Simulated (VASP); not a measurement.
An input for Ansatz (written as the equivalent of a VASP run, and not itself run):

Ansatz 0.2 input:
```yaml
crystal:
  lattice:
    - [3.0879888, 0.0000000, 0.0000000]
    - [0.0000000, 3.0879888, 0.0000000]
    - [0.0000000, 0.0000000, 3.0879888]
  atoms:
    - { symbol: Sr, position: [0.0000000, 0.0000000, 0.0000000] }
    - { symbol: O, position: [0.5000000, 0.5000000, 0.5000000] }
kpoints:
  mp_grid: { grid: [8, 8, 8] }
hamiltonian:
  xc: pbesol
  pseudopotentials: { kind: paw }
scf:
  occupations: { method: gaussian, width: 0.05 }
  max_iter: 100
relax:
  max_steps: 60
  f_tol: 0.01
  cell: {}
output: { forces: true, stress: true, eigenvalues: true }
```

**Question.** Translate this input to VASP (INCAR, KPOINTS, POSCAR, choice of POTCAR).

**Answer.** One answer among several that fit: 
**INCAR**
```
ALGO  =  Normal
EDIFF  =  1E-6
EDIFFG  =  -0.01
ENCUT  =  520
GGA  =  PS
IBRION  =  2
ISIF  =  3
ISMEAR  =  0
LASPH  =  .TRUE.
LCHARG  =  .FALSE.
LMAXMIX  =  4
LREAL  =  .FALSE.
LWAVE  =  .FALSE.
NELM  =  100
NSW  =  60
PREC  =  Accurate
SIGMA  =  0.05
SYSTEM  =  SrO
```

**KPOINTS**
```
kpoints
0
gamma
8 8 8
```

**POSCAR**
```
SrO
1
    3.0879888023     0.0000000000     0.0000000000
   -0.0000000000     3.0879888023    -0.0000000000
    0.0000000000     0.0000000000     3.0879888023
Sr O
1 1
Direct
  0.0000000000   0.0000000000   0.0000000000
  0.5000000000   0.5000000000   0.5000000000
```

POTCAR, in this order: Sr_sv O (PBE.64 set). Program: vasp_std.

The two are equivalent in intent, not identical: each code has its own PAW files, so the cut-off isn't converted (ENCUT is set for VASP's; basis.ecutwfc is left out, and Ansatz then takes the one that its files recommend); Ansatz stops its SCF on the density residual and VASP on the energy change (EDIFF).

The structure was generated: SrO was put into the CsCl type type (Pm-3m), which need not be its known phase. It was relaxed first, which changed the volume by -25 %. The start is the result of an earlier pass.
